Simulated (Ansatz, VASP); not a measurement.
# Cross-check of P (black phosphorene 4 layers, AB) between VASP and Ansatz, part 2 of 3

Wanted: the spread between two codes on one cell, functional and k mesh. Of the first pair: The structure shown is the start of the Ansatz relaxation below; VASP solves that cell, so the two are compared at the walk's first step.

VASP 6.6.1 and Ansatz 0.2.0.

So far: The starting structure; Ansatz: relaxation, LDA.

## 3. VASP: single point, LDA, start cell, pair 1

Level of this step: LDA; plane waves and PAW (P) (VASP).

The same cell, functional (in two slightly different forms), mesh and smearing now go to VASP, with its own data sets.

Lines of VASP's logs that name or quote its potential files are left out, and so is its time.

INCAR reads:

```
SYSTEM = P
PREC = Accurate
ENCUT = 400
EDIFF = 1E-06
NELM = 120
ISMEAR = -1
SIGMA = 0.05
LREAL = .FALSE.
ALGO = Normal
GGA = PW92
NBANDS = 56
LORBIT = 11
LWAVE = .FALSE.
LCHARG = .FALSE.
ISIF = 2
LDIPOL = .TRUE.
IDIPOL = 3
DIPOL = 0.5 0.5 0.3
LVHAR = .TRUE.
LASPH = .TRUE.
GGA_COMPAT = .FALSE.
NELMDL = -8
KPAR = 4
```

POSCAR reads:

```
P
1.0
    4.6200000000      0.0000000000      0.0000000000
    0.0000000000      3.3000000000      0.0000000000
    0.0000000000      0.0000000000     60.9200000000
P
16
Direct
    0.0900000000      0.0000000000      0.1477347341
    0.4100000000      0.5000000000      0.1493762312
    0.9100000000      0.0000000000      0.1845042679
    0.5900000000      0.5000000000      0.1828627709
    0.0900000000      0.5000000000      0.2370321734
    0.4100000000      0.0000000000      0.2386736704
    0.9100000000      0.5000000000      0.2738017072
    0.5900000000      0.0000000000      0.2721602101
    0.0900000000      0.0000000000      0.3263296126
    0.4100000000      0.5000000000      0.3279711097
    0.9100000000      0.0000000000      0.3630991465
    0.5900000000      0.5000000000      0.3614576494
    0.0900000000      0.5000000000      0.4156270519
    0.4100000000      0.0000000000      0.4172685490
    0.9100000000      0.5000000000      0.4523965857
    0.5900000000      0.0000000000      0.4507550887
```

KPOINTS reads:

```
Automatic mesh
0
Gamma
8 10 1
0 0 0
```

Potentials, in the order of the species: P (LDA family, release 64).

Launch:

```sh
> mpirun -np 4 vasp_std
```

Numbers of over 12 decimals in the logs are rounded to 6 here.

Output:

```text
[banner, memory and clock lines left out]
running    4 mpi-ranks, on    1 nodes
 distrk:  each k-point on    1 cores,    4 groups
 distr:  one band on    1 cores,    1 groups

 POSCAR found type information on POSCAR P
 POSCAR found :  1 types and      16 ions
|                                                                             |
|               ----> ADVICE to this user running VASP <----                  |
|                                                                             |
|     You enforced a specific xc type in the INCAR file but a different       |
|     [... a line on the potential file left out ...]
|     I HOPE YOU KNOW WHAT YOU ARE DOING!                                     |
|                                                                             |

 LDA part: xc-table for (Slater(with rela. corr.)+PW92), standard interpolation
|                                                                             |
|           W    W    AA    RRRRR   N    N  II  N    N   GGGG   !!!           |
|           W    W   A  A   R    R  NN   N  II  NN   N  G    G  !!!           |
|           W    W  A    A  R    R  N N  N  II  N N  N  G       !!!           |
|           W WW W  AAAAAA  RRRRR   N  N N  II  N  N N  G  GGG   !            |
|           WW  WW  A    A  R   R   N   NN  II  N   NN  G    G                |
|           W    W  A    A  R    R  N    N  II  N    N   GGGG   !!!           |
|                                                                             |
|     One of the lattice vectors is very long (>50 A), but AMIN is rather     |
|     large. This can spoil convergence since charge sloshing might occur     |
|     along the long lattice vector. If problems with convergence are         |
|     observed, try to decrease AMIN to a smaller value (e.g. 0.01).          |
|     Note: This warning only applies if the self-consistency cycle is        |
|     used.                                                                   |
|                                                                             |

 POSCAR, INCAR and KPOINTS ok, starting setup
 FFT: planning ... GRIDC
 FFT: planning ... GRID_SOFT
 FFT: planning ... GRID
 WAVECAR not read
 entering main loop
       N       E                     dE             d eps       ncg     rms          rms(c)
DAV:   1     0.498319080465E+03    0.49832E+03   -0.23373E+04  3440   0.859E+02
DAV:   2    -0.273431123127E+02   -0.52566E+03   -0.50514E+03  4768   0.194E+02
DAV:   3    -0.939269273211E+02   -0.66584E+02   -0.65718E+02  4080   0.714E+01
DAV:   4    -0.961311145320E+02   -0.22042E+01   -0.21869E+01  4552   0.156E+01
DAV:   5    -0.962154637223E+02   -0.84349E-01   -0.84202E-01  4920   0.274E+00
DAV:   6    -0.962173437161E+02   -0.18800E-02   -0.18788E-02  4592   0.431E-01
DAV:   7    -0.962174368640E+02   -0.93148E-04   -0.93133E-04  4952   0.831E-02
DAV:   8    -0.962174401371E+02   -0.32731E-05   -0.32725E-05  4208   0.143E-02    0.202E+01
DAV:   9    -0.954673433069E+02    0.75010E+00   -0.49001E-01  3872   0.211E+00    0.118E+01
DAV:  10    -0.951596254083E+02    0.30772E+00   -0.77181E-01  3944   0.256E+00    0.652E-01
DAV:  11    -0.951556049479E+02    0.40205E-02   -0.67872E-02  3904   0.929E-01    0.489E-01
DAV:  12    -0.951553359705E+02    0.26898E-03   -0.47275E-03  4424   0.228E-01    0.285E-01
DAV:  13    -0.951549786709E+02    0.35730E-03   -0.16062E-03  3776   0.123E-01    0.145E-01
DAV:  14    -0.951551466425E+02   -0.16797E-03   -0.53439E-04  4120   0.723E-02    0.483E-02
[...]
DAV:  21    -0.951559972006E+02   -0.33872E-04   -0.10085E-06  2920   0.291E-03    0.277E-03
DAV:  22    -0.951560365026E+02   -0.39302E-04   -0.14127E-06  2744   0.247E-03    0.208E-03
DAV:  23    -0.951560547344E+02   -0.18232E-04   -0.24071E-07  2456   0.124E-03    0.102E-03
DAV:  24    -0.951560730024E+02   -0.18268E-04   -0.26141E-07  2320   0.100E-03    0.961E-04
DAV:  25    -0.951560826177E+02   -0.96153E-05   -0.25106E-07  2552   0.784E-04    0.490E-04
DAV:  26    -0.951560869354E+02   -0.43177E-05   -0.54575E-08  2128   0.484E-04    0.266E-04
DAV:  27    -0.951560885231E+02   -0.15877E-05   -0.25465E-08  2072   0.305E-04    0.124E-04
DAV:  28    -0.951560890937E+02   -0.57068E-06   -0.46030E-09  1920   0.186E-04
   1 F= -.95156089E+02 E0= -.95153894E+02  d E =-.438988E-02
```

Parts of OUTCAR (step 3):

```text
ion  position               nearest neighbor table
   1  0.090  0.000  0.148-   2 2.22   2 2.22   3 2.39
   2  0.410  0.500  0.149-   4 2.20   1 2.22   1 2.22
   3  0.910  0.000  0.185-   4 2.22   4 2.22   1 2.39
   4  0.590  0.500  0.183-   2 2.20   3 2.22   3 2.22
   5  0.090  0.500  0.237-   6 2.22   6 2.22   7 2.39
   6  0.410  0.000  0.239-   8 2.20   5 2.22   5 2.22
   7  0.910  0.500  0.274-   8 2.22   8 2.22   5 2.39
   8  0.590  0.000  0.272-   6 2.20   7 2.22   7 2.22
   9  0.090  0.000  0.326-  10 2.22  10 2.22  11 2.39
  10  0.410  0.500  0.328-  12 2.20   9 2.22   9 2.22
  11  0.910  0.000  0.363-  12 2.22  12 2.22   9 2.39
  12  0.590  0.500  0.361-  10 2.20  11 2.22  11 2.22
  13  0.090  0.500  0.416-  14 2.22  14 2.22  15 2.39
  14  0.410  0.000  0.417-  16 2.20  13 2.22  13 2.22
  15  0.910  0.500  0.452-  16 2.22  16 2.22  13 2.39
  16  0.590  0.000  0.451-  14 2.20  15 2.22  15 2.22

  LATTYP: Found a simple orthorhombic cell.
 ALAT       =     3.3000000000
 B/A-ratio  =     1.4000000000
 C/A-ratio  =    18.4606060606

 Subroutine GETGRP returns: Found  4 space group operations
 (whereof  2 operations were pure point group operations)

The static configuration has the point symmetry C_1h.
 The point group associated with its full space group is C_2h.

 Found     30 irreducible k-points:

   k-points           NKPTS =     30   k-points in BZ     NKDIM =     30   number of bands    NBANDS=     56

   dimension x,y,z NGX =    30 NGY =   24 NGZ =  400
   dimension x,y,z NGXF=    60 NGYF=   48 NGZF=  800

   ENCUT  =  400.0 eV  29.40 Ry    5.42 a.u.   7.53  5.38 99.35*2*pi/ulx,y,z

   NELECT =      80.0000    total number of electrons

 k-points in reciprocal lattice and weights: Automatic mesh
   0.00000000  0.00000000  0.00000000       0.013
   0.12500000  0.00000000  0.00000000       0.025
   0.25000000  0.00000000  0.00000000       0.025
   0.37500000  0.00000000  0.00000000       0.025
   0.50000000  0.00000000  0.00000000       0.013
   0.00000000  0.10000000  0.00000000       0.025
   0.12500000  0.10000000  0.00000000       0.050
   0.25000000  0.10000000  0.00000000       0.050
   0.37500000  0.10000000  0.00000000       0.050
[...]
0.37500000  0.50000000  0.00000000       0.025
   0.50000000  0.50000000  0.00000000       0.013

 dipolmoment           0.000000      0.000000      0.000001 electrons x Angstroem

 average (electrostatic) potential at core
       1 -91.6209       2 -91.5078       3 -91.6468       4 -91.5349       5 -91.6840
       6 -91.5715       7 -91.6842       8 -91.5720       9 -91.6842      10 -91.5720
      11 -91.6840      12 -91.5715      13 -91.6468      14 -91.5349      15 -91.6209
      16 -91.5078

 E-fermi :  -0.9953

 k-point     1 :       0.0000    0.0000    0.0000
  band No.  band energies     occupation
    ...
     37      -2.0808      2.00000
     38      -1.7402      2.00000
     39      -1.3291      1.99748
     40      -1.0014      1.06175
     41      -0.9653      0.70894
     42      -0.7382      0.01162
     43      -0.6182      0.00106
     44      -0.5594      0.00033
     45      -0.1473      0.00000
     46      -0.0619      0.00000
    ...

 k-point     2 :       0.1250    0.0000    0.0000
  band No.  band energies     occupation
    ...
     36      -2.6187      2.00000
     37      -2.5633      2.00000
     38      -2.2775      2.00000
     39      -1.8826      2.00000
     40      -1.6101      1.99999
     41      -0.4231      0.00002
     42      -0.2083      0.00000
     43      -0.0863      0.00000
     44      -0.0611      0.00000
     45      -0.0478      0.00000
    ...

 k-point     3 :       0.2500    0.0000    0.0000
  band No.  band energies     occupation
    ...
     36      -2.4820      2.00000
     37      -2.4132      2.00000
     38      -2.3256      2.00000
     39      -2.1790      2.00000
     40      -1.9796      2.00000
     41      -0.0740      0.00000
     42       0.1412      0.00000
     43       0.2407      0.00000
     44       0.2717      0.00000
     45       0.3507      0.00000
    ...

  Total       -9.0128743     -9.4078891     -7.4635922      0.0000000      0.0000000     -0.8463647
  in kB      -15.5474112    -16.2288207    -12.8748647      0.0000000      0.0000000     -1.4599982
  external PRESSURE =     -14.8836988 kB  Pullay stress =       0.0000000 kB

  energy-cutoff  :      400.00
  volume of cell :      928.79
      direct lattice vectors                 reciprocal lattice vectors
     4.620000000  0.000000000  0.000000000     0.216450216  0.000000000  0.000000000
     0.000000000  3.300000000  0.000000000     0.000000000  0.303030303  0.000000000
     0.000000000  0.000000000 60.920000000     0.000000000  0.000000000  0.016414970

 POSITION                                       TOTAL-FORCE (eV/Angst)
 -----------------------------------------------------------------------------------
      0.41580      0.00000      9.00000         0.133917      0.000000      1.190699
      1.89420      1.65000      9.10000        -0.021214      0.000000     -0.593051
      4.20420      0.00000     11.24000        -0.050986      0.000000     -1.081205
      2.72580      1.65000     11.14000        -0.074560      0.000000      0.675785
      0.41580      1.65000     14.44000         0.062023      0.000000      1.046625
      1.89420      0.00000     14.54000         0.061349      0.000000     -0.706020
      4.20420      1.65000     16.68000        -0.058475      0.000000     -1.050434
      2.72580      0.00000     16.58000        -0.064208      0.000000      0.704325
      0.41580      0.00000     19.88000         0.058475      0.000000      1.050434
      1.89420      1.65000     19.98000         0.064208      0.000000     -0.704325
      4.20420      0.00000     22.12000        -0.062023      0.000000     -1.046625
      2.72580      1.65000     22.02000        -0.061349      0.000000      0.706020
      0.41580      1.65000     25.32000         0.050986      0.000000      1.081205
      1.89420      0.00000     25.42000         0.074560      0.000000     -0.675785
      4.20420      1.65000     27.56000        -0.133917      0.000000     -1.190699
      2.72580      0.00000     27.46000         0.021214      0.000000      0.593051
 -----------------------------------------------------------------------------------
    total drift:                               -0.000000     -0.000000      0.000008

  FREE ENERGIE OF THE ION-ELECTRON SYSTEM (eV)
  ---------------------------------------------------
  free  energy   TOTEN  =       -95.1560890937 eV

  energy  without entropy=      -95.1516992091  energy(sigma->0) =      -95.15389415

 vacuum level on the upper side and lower side of the slab         3.678         3.678

 total charge
# of ion       s       p       d       tot
------------------------------------------
    1        1.095   1.345   0.000   2.440
    2        1.074   1.406   0.000   2.479
    3        1.095   1.342   0.000   2.437
    4        1.074   1.402   0.000   2.476
    5        1.096   1.340   0.000   2.436
    6        1.075   1.401   0.000   2.476
    7        1.096   1.341   0.000   2.436
    8        1.075   1.401   0.000   2.476
    9        1.096   1.341   0.000   2.436
   10        1.075   1.401   0.000   2.476
   11        1.096   1.340   0.000   2.436
   12        1.075   1.401   0.000   2.476
   13        1.095   1.342   0.000   2.437
   14        1.074   1.402   0.000   2.476
   15        1.095   1.345   0.000   2.440
   16        1.074   1.406   0.000   2.479
--------------------------------------------------
tot         17.357  21.956   0.000  39.312

[... 3 further parts left out ...]
```

The gap is under twice the smearing width, so the edge states are partly filled and the run can't tell a small gap from a semimetal.

## 4. Side by side

Known differences besides the potentials themselves: Ansatz cuts the interaction across the vacuum, VASP repeats the sheet with a dipole correction; VASP's log shows a relativistic correction to its local exchange, Ansatz's none; Ansatz takes its cutoff from its data sets, VASP runs at 400 eV. Total energies have different zeros and are not compared.

Forces on 8 of the 16 atoms, those with the largest forces and the largest differences (eV/Å; atoms numbered as in POSCAR):

```tsv
atom	Ansatz x, y, z	VASP x, y, z
P1	0.092, 0.000, 1.161	0.134, 0.000, 1.191
P3	-0.007, 0.000, -1.051	-0.051, 0.000, -1.081
P5	0.018, 0.000, 1.016	0.062, 0.000, 1.047
P7	-0.015, 0.000, -1.020	-0.058, 0.000, -1.050
P9	0.015, 0.000, 1.020	0.058, 0.000, 1.050
P11	-0.018, 0.000, -1.016	-0.062, 0.000, -1.047
P13	0.007, 0.000, 1.051	0.051, 0.000, 1.081
P15	-0.092, 0.000, -1.161	-0.134, 0.000, -1.191
```

The forces differ by 29 meV/Å r.m.s., which is 5.5 % of the r.m.s. force of 0.526 eV/Å (both taken over all components). With vacuum in the cell, a pressure given here is an average over mostly empty space and none of the material.

## 5. Ansatz: relaxation, LDA

This run makes the geometry at which the two programs are then compared.

The structure compared here is the end of the Ansatz relaxation.

input.yaml reads:

```yaml
crystal:
  lattice:
    - [4.62, 0.0, 0.0]
    - [0.0, 3.3, 0.0]
    - [0.0, 0.0, 36.56]
  atoms:
    - { symbol: P, position: [0.09, 0.0, 0.2461706783] }
    - { symbol: P, position: [0.41, 0.5, 0.2489059081] }
    - { symbol: P, position: [0.91, 0.0, 0.3074398249] }
    - { symbol: P, position: [0.59, 0.5, 0.3047045952] }
    - { symbol: P, position: [0.09, 0.5, 0.3949671772] }
    - { symbol: P, position: [0.41, 0.0, 0.397702407] }
    - { symbol: P, position: [0.91, 0.5, 0.4562363239] }
    - { symbol: P, position: [0.59, 0.0, 0.4535010941] }
    - { symbol: P, position: [0.09, 0.0, 0.5437636761] }
    - { symbol: P, position: [0.41, 0.5, 0.5464989059] }
    - { symbol: P, position: [0.91, 0.0, 0.6050328228] }
    - { symbol: P, position: [0.59, 0.5, 0.602297593] }
    - { symbol: P, position: [0.09, 0.5, 0.6925601751] }
    - { symbol: P, position: [0.41, 0.0, 0.6952954048] }
    - { symbol: P, position: [0.91, 0.5, 0.7538293217] }
    - { symbol: P, position: [0.59, 0.0, 0.7510940919] }
  periodic: [true, true, false]
kpoints:
  mp_grid: { grid: [8, 10, 1] }
hamiltonian:
  xc: lda
scf:
  occupations: { method: fermi_dirac, width: 0.05 }
  convergence: { dr2_threshold: 1.0e-09 }
relax:
  f_tol: 0.004
  max_steps: 90
  cell: {}
output:
  write_potential: true
  write_density: true
  volumetric_format: npy
```

Launch:

```sh
> ansatz run input.yaml --threads 4 --pin off --max-ram 6144MiB --backend cpu --events-out ev --progress --plain --runs-dir out
```

Output:

```text
[...]
SCF converged after 3 iterations
Free energy (F): -11614.975664 eV
[...]
Internal energy: -11614.968180 eV  (E = F + TS)
E sigma→0 (E₀):  -11614.971922 eV
Entropy (-TS):   -0.007484 eV (-0.468 meV/atom)
Fermi energy:    -4.670676 eV
[...]
--- Forces (eV/Å), atoms counted from 1 ---
[...]
- { symbol: P, position: [0.427030, -3.988653705016432e-18, 0.240620] }
    - { symbol: P, position: [0.927185, 0.500000, 0.276098] }
    - { symbol: P, position: [0.572602, -8.070840697093162e-18, 0.276098] }
[...]
- { symbol: P, position: [0.073004, 0.500000, 0.407246] }
    - { symbol: P, position: [0.427569, 2.053983683087882e-17, 0.407247] }
    - { symbol: P, position: [0.926190, 0.500000, 0.442546] }
    - { symbol: P, position: [0.574388, 1.682387799176735e-17, 0.442546] }
[key lines of the parts left out:]
P = ½ c Tr σ = -0.0028 N/m
```

(Continued in part 3 of 3.)

[Lines on the potential files, build, host, timing and source positions are cut from VASP's logs without a mark.]

[Logs are printed without paths, hosts, clocks, repeated set-up lines and the standing remarks that a program may print on its own settings, such as how far it seeks lower states.]

[Hosts, paths, dates, database ids (printed as entryN), source tags and the programs' standing remarks are cut or masked in the printed files.]
